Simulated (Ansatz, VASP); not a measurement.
## Two plane-wave programs on BeW3N

Contents of INCAR:

```
SYSTEM = BeW3N
  PREC = Accurate
  ENCUT = 600
  EDIFF = 1E-7
  ISMEAR = 0
  SIGMA = 0.1
  LREAL = .FALSE.
  LASPH = .TRUE.
  NELM = 80
  ALGO = Fast
  ISIF = 3
  LWAVE = .FALSE.
  LCHARG = .FALSE.
  GGA = PE
  IBRION = 2
  NSW = 100
  EDIFFG = -0.01
```

Contents of KPOINTS:

```
Automatic mesh
0
G
  10 10 10
  0 0 0
```

File POSCAR:

```
BeW3N
1.0
    4.1780430933      0.0000000000      0.0000000000
    0.0000000000      4.1780430933      0.0000000000
    0.0000000000      0.0000000000      4.1780430933
Be W N
1 3 1
Direct
    0.5000000000      0.5000000000      0.5000000000
    0.5000000000      0.5000000000      0.0000000000
    0.0000000000      0.5000000000      0.5000000000
    0.5000000000      0.0000000000      0.5000000000
    0.0000000000      0.0000000000      0.0000000000
```

Input for Ansatz:

```yaml
crystal:
  lattice:
    - [4.1780430933, 0.0, 0.0]
    - [0.0, 4.1780430933, 0.0]
    - [0.0, 0.0, 4.1780430933]
  atoms:
    - { symbol: Be, position: [0.5, 0.5, 0.5] }
    - { symbol: W, position: [0.5, 0.5, 0.0] }
    - { symbol: W, position: [0.0, 0.5, 0.5] }
    - { symbol: W, position: [0.5, 0.0, 0.5] }
    - { symbol: "N", position: [0.0, 0.0, 0.0] }
basis:
  ecutwfc: 420
kpoints:
  mp_grid: { grid: [10, 10, 10] }
hamiltonian:
  xc: pbe
scf:
  occupations: { method: gaussian, width: 0.1 }
output:
  forces: true
  stress: true
  eigenvalues: true
  write_density: true
  write_potential: true
  elf: true
  volumetric_format: npy
relax:
  adjacent_minimum: "off"
  f_tol: 0.01
  max_steps: 80
  cell: { stress_tol: 0.05 }
```

Change from the starting cell: species swapped into the NaMgF3 type (Pm-3m, No. 221).

Alike in both runs: task relaxation of cell and atoms; functional PBE; k mesh 10 × 10 × 10; occupations gaussian, width 0.1 eV; no spin polarisation.

|  | VASP | Ansatz |
| --- | --- | --- |
| version | VASP 6.6.1 | Ansatz 0.2.0 |
| potentials or method | VASP PAW PBE potentials, release 64 (Be, W_sv, N) | scalar-relativistic, plane waves, PAW |
| plane-wave cutoff (eV) | 600 | 420 |
| valence electrons in the cell | 49 | 49 |

```csv
,VASP,Ansatz,Ansatz less VASP
"gap on the k mesh at the Fermi level, each at its own relaxed structure (eV)",none,none,-
relaxed volume (Å³/atom),14.63,14.61,-0.023
relaxed cell length with the largest relative difference (Å),4.183,4.180,-0.0022
```

A gap of «none» marks a metal or a gap that the smearing closes.

Spin-orbit coupling is left out, which matters for the levels of W.
